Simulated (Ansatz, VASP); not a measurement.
## MgS (Niningerite): VASP beside Ansatz

Wanted: the spread between two codes on one cell, functional and k mesh. The cell is taken from a series of runs on this material, whose earlier steps may have relaxed, scaled, displaced or heated it; both programs get it as it stands.

Main program and level: Ansatz 0.2.0; plane waves, with VASP 6.6.1 beside it; zone-centre phonons at PBE.

## (1) Set-up

Symmetry: Fm-3m, No. 225, cubic system. Conventional cell: a = 5.231 Å, b = 5.231 Å, c = 5.231 Å, α = 90.00°, β = 90.00°, γ = 90.00°. Mg has 6 S at 2.62 Å nearest. Nearest to S lie 6 Mg at 2.62 Å. Farther neighbours and most contacts between anions are not listed.

## (2) Ansatz: zone-centre phonons, PBE

Ansatz runs on norm-conserving files, of PseudoDojo where its log says so.

Second derivatives magnify differences that forces hide, and they need a tight electronic threshold.

input.yaml reads:

```yaml
crystal:
  lattice:
    - [-2.6156606334, 0.0, 2.6156606334]
    - [0.0, 2.6156606334, 2.6156606334]
    - [-2.6156606334, 2.6156606334, 0.0]
  atoms:
    - { symbol: Mg, position: [0.0, 0.0, 0.0] }
    - { symbol: S, position: [0.5, 0.5, 0.5] }
kpoints:
  mp_grid: { grid: [8, 8, 8] }
hamiltonian:
  xc: pbe
  pseudopotentials: { kind: nc, accuracy: standard }
scf:
  occupations: { method: fixed }
output:
  eigenvalues: true
basis:
  ecutwfc: 1142.878
phonons:
  method: dfpt
  dielectric: true
  rigid_motions: translations
```

Command:

```sh
> ansatz run input.yaml --threads 2 --pin off --max-ram 4096MiB --backend cpu --events-out ev --progress --plain --runs-dir out
```

Numbers of over 12 decimals in the logs are rounded to 6 here.

Output:

```text
Warning: basis.ecutwfc = 1142.878 eV is below the records' recommended 1142.878222 eV, and the density's cutoff is lower with it unless basis.ecutrho_ratio is high enough to keep the records' density cutoff: compare with a run at a higher cutoff
Engine: ansatz 0.2.0, aarch64-unknown-linux-gnu
Pseudopotentials: kind: nc
Pseudopotential: Mg, nc, valence charge 10, recommended cutoff 1142.878222 eV (normal), Mg.nc.azcp (PseudoDojo's, or run here from an input of PseudoDojo's; its table is named by hamiltonian.pseudopotentials.accuracy)
Pseudopotential: S, nc, valence charge 6, recommended cutoff 770 eV (normal), S.nc.azcp (PseudoDojo's, or run here from an input of PseudoDojo's; its table is named by hamiltonian.pseudopotentials.accuracy)
Functional definition: PBE
  parameter kappa = 0.804
  parameter beta = 0.066725
  exchange = pbe_x(kappa = kappa, mu = beta*pi^2/3)
  correlation = pbe_c(beta = beta)
Crystal: 2 atoms, lattice volume = 35.791 Å³
Basis set: ecut = 1142.878 eV, 3119 PW (Γ), exchange–correlation on 90×90×90 points (8 copies of the dense FFT grid, shifted against one another)
Bands: 12, of which v1, the nominal top of the filled ones, is band 8 counted from 1 (7 counted from 0)
Symmetry: 48 space group operations
k-points: 59 of 512 (irreducible under 8 space group operations, time reversal used)
Non-local potential: Mg, projectors of the file, l = 0: 2, l = 1: 2
Non-local potential: S, projectors of the file, l = 0: 2, l = 1: 2, l = 2: 2
Initial density: superposition of atomic densities (chi_scale 0.1, normalization cell, long waves kept (reshape's long-wave potential 0.00 eV rms))
Initial wavefunctions: pseudopotential atomic-orbital guess
Functional: x = pbe(κ = 0.804, μ = 0.219515), c = pbe(β = 0.066725)
SCF iter   1: F=—  HF=-1918.636063 eV  |F-HF|=—  |Δ(HF+E_count)|=         —  Δρ=4.36e-2  dr2=3.71e-1  ethr=3.10e-3  ⟨swp⟩=5.1  Hψ=3955  notcnv=0  defer=90
preconditioner: auto → none  [insulator: Δε(μ)=2.801 eV  Ē_g=11.705 eV  n_scr=8 (ndim 8)  ℏωp=17.6 eV  f_vac=0.000  ε∞_Penn≈3.2]
SCF iter   2: F=—  HF=-1918.543825 eV  |F-HF|=—  |Δ(HF+E_count)|=   9.22e-2  Δρ=1.59e-2  dr2=4.13e-2  ethr=2.32e-3  ⟨swp⟩=3.0  Hψ=1770  notcnv=0  defer=109
SCF iter   3: F=—  HF=-1918.549474 eV  |F-HF|=—  |Δ(HF+E_count)|=   5.65e-3  Δρ=4.59e-3  dr2=3.60e-3  ethr=2.58e-4  ⟨swp⟩=2.5  Hψ=1241  notcnv=0  defer=111
SCF iter   4: F=—  HF=-1918.550768 eV  |F-HF|=—  |Δ(HF+E_count)|=   1.29e-3  Δρ=9.21e-4  dr2=1.30e-4  ethr=2.25e-5  ⟨swp⟩=2.0  Hψ=1053  notcnv=0  defer=111
SCF iter   5: F=—  HF=-1918.550867 eV  |F-HF|=—  |Δ(HF+E_count)|=   9.91e-5  Δρ=1.17e-4  dr2=1.10e-6  ethr=8.13e-7  ⟨swp⟩=2.0  Hψ=1026  notcnv=0  defer=111
SCF iter   6: F=—  HF=-1918.550927 eV  |F-HF|=—  |Δ(HF+E_count)|=   6.01e-5  Δρ=8.86e-6  dr2=4.69e-8  ethr=6.88e-9  ⟨swp⟩=2.0  Hψ=942  notcnv=0  defer=13
SCF iter   7: F=—  HF=-1918.550927 eV  |F-HF|=—  |Δ(HF+E_count)|=   1.56e-9  Δρ=7.97e-7  dr2=2.55e-10  ethr=2.93e-10  ⟨swp⟩=2.0  Hψ=944  notcnv=0  defer=13
SCF iter   8: F=-1918.550927 eV  HF=-1918.550927 eV  |F-HF|=2.96e-12  |Δ(HF+E_count)|=  8.07e-11  Δρ=1.06e-7  dr2=2.91e-12  ethr=1.00e-12  ⟨swp⟩=10.1  Hψ=5251  notcnv=0
SCF 1 converged in 8 iterations: F = -1918.550927 eV  dr2 = 2.91e-12
DFPT response loops at Γ: preconditioner auto → none (the input reference at scf.mixing.eps_inf says where Resta's filter doesn't serve); β = 0.50; Broyden in place of MSR1
── the response to a field inside a basis, on 8×8×8 k-points: an SCF that follows is theirs, and a resumed run solves both again ──
Bands: 9, of which v1, the nominal top of the filled ones, is band 8 counted from 1 (7 counted from 0)
k-points: 60 of 512 (irreducible under 12 space group operations)
Initial density: handed on by an earlier stage of this run
Initial wavefunctions: pseudopotential atomic-orbital guess (no wavefunctions were taken with the density)
Eigensolver: Dense (60 Hₖ)
SCF iter   1: F=—  HF=-1918.548981 eV  |F-HF|=—  |Δ(HF+E_count)|=         —  Δρ=7.15e-5  dr2=2.45e-7  ethr=1.00e-1
preconditioner: auto → none  [insulator: Δε(μ)=2.952 eV  Ē_g=9.328 eV  n_scr=8 (ndim 8)  ℏωp=17.6 eV  f_vac=0.000  ε∞_Penn≈4.5]
SCF iter   2: F=-1918.548982 eV  HF=-1918.548982 eV  |F-HF|=4.13e-7  |Δ(HF+E_count)|=   1.17e-6  Δρ=3.56e-5  dr2=3.38e-8  ethr=1.53e-9
SCF 1 converged in 2 iterations: F = -1918.548982 eV  dr2 = 3.38e-8
DFPT response loops at Γ: mixed as the last ones told, above
SCF converged after 8 iterations
Free energy (F): -1918.550927 eV
Harris-Foulkes:  -1918.550927 eV  (|F-HF|=2.96e-12)
Internal energy: -1918.550927 eV  (E = F + TS)
E sigma→0 (E₀):  -1918.550927 eV
Fermi energy:    6.181912 eV
--- Per-component energies (eV) ---
  E_band       = -335.475782
  E_kinetic    = 1030.261084
  E_local      = -1764.511787  (includes V_loc(G=0)·N_el)
  E_nonlocal   = -450.270323
  E_hartree    = 607.078035
  E_xc         = -302.958649
  E_vxc        = -365.110763  (∫ρ·V_xc dr)
  E_ewald      = -1038.149288
  E_smearing   = -0.000000  (= −TS)
  E_closure    = 0.000000  (closes the sum)
  Σ components = -1918.550927   (vs F -1918.550927, Δ=0.00e0)
--- Band table (eV; the first three rows and the last of 59) ---
  k-point 0: bands = [... 4 lower, -6.3913, 6.1819, 6.1819, 6.1819, 9.7691, 14.1445, 14.1445, 14.1445]
  k-point 1: bands = [... 4 lower, -6.2436, 5.1465, 6.0854, 6.0854, 10.5776, 13.8129, 14.3800, 14.3800]
  k-point 2: bands = [... 4 lower, -5.8449, 3.4193, 5.8744, 5.8744, 11.0834, 13.9737, 13.9737, 14.3902]
  k-point 58: bands = [... 4 lower, -4.7703, 2.0840, 4.5405, 4.5405, 8.9326, 10.6403, 18.0260, 18.8697]
--- Phonons (Γ-DFPT): 2 representative perturbations + reference, on 59 of 512 k-points (Σ response iterations 6) ---
  k mesh reduced under 8 symmetry operations, with k and −k counted as one. Each operation leaves every solved perturbation unchanged. A smaller set is not considered because the run solves the response to a homogeneous field
  ASR residual: 2.761e-3 → 0.000e0 eV/Å²; symmetrization residual: 3.645e-6 eV/Å²
  ASR residual per site (eV/Å²): 2.76e-3 2.59e-6
  Γ frequencies (cm⁻¹): 0.00 0.00 0.00 224.07 224.07 224.07
  ε∞ (high-frequency dielectric tensor):
        5.430952     0.000000    -0.000000
        0.000000     5.430952    -0.000000
       -0.000000    -0.000000     5.430952
  ε⁰ (static dielectric tensor: ions relaxed, cell fixed):
       16.381297    -0.000000    -0.000000
       -0.000000    16.381297    -0.000000
       -0.000000    -0.000000    16.381297
  ε⁰ − ε∞ (ionic part):
       10.950345    -0.000000    -0.000000
       -0.000000    10.950345    -0.000000
       -0.000000    -0.000000    10.950345
  softest optical mode at Γ: 224.07 cm⁻¹; the repairs (sum rule, projections) moved no ω² at Γ by more than (5.58 cm⁻¹)²
  Born effective charges Z* (e; rows j = field, columns β = displacement):
    site 0:
         2.35122   -0.00000    0.00000
        -0.00000    2.35122    0.00000
        -0.00000    0.00000    2.35122
    site 1:
        -2.35122    0.00000   -0.00000
         0.00000   -2.35122   -0.00000
         0.00000   -0.00000   -2.35122
  Z* charge neutrality: 8.622e-4 e pre-enforcement
  solved inside a basis spanned on kpoints, on 8×8×8 k-points, its susceptibility summed on 12×12×12: ε∞ is read to err by 1.5e-2, Z* by 1.1e-2 e (field_mesh: kpoints solves on kpoints); Z* is corrected for what the basis lacks
  optical modes at Γ without the LO–TO term, one row a degenerate level:
      ω (cm⁻¹)  modes    IR ((D/Å)²/amu)
        224.07      3            27.6771
  optical modes at Γ + LO–TO along q̂ = [1.0000, 0.0000, 0.0000]:
      ω (cm⁻¹)  modes    IR ((D/Å)²/amu)
        224.07      2            18.4514
        389.15      1             9.2257
  optical modes at Γ + LO–TO along q̂ = [0.0000, 1.0000, 0.0000]:
      ω (cm⁻¹)  modes    IR ((D/Å)²/amu)
        224.07      2            18.4514
        389.15      1             9.2257
  optical modes at Γ + LO–TO along q̂ = [0.0000, 0.0000, 1.0000]:
      ω (cm⁻¹)  modes    IR ((D/Å)²/amu)
        224.07      2            18.4514
        389.15      1             9.2257
```

Reading the cycles: dr2 is the Hartree energy of the density residual (eV), the measure of convergence; HF is the Harris–Foulkes estimate of the energy, which meets the free energy F at convergence.

(Part 1 of 2 ends here.)

[Lines on the potential files, build, host, timing and source positions are cut from VASP's logs without a mark.]

[Logs are printed without paths, hosts, clocks, repeated set-up lines and the standing remarks that a program may print on its own settings, such as how far it seeks lower states.]

[Hosts, paths, dates, database ids (printed as entryN), source tags and the programs' standing remarks are cut or masked in the printed files.]
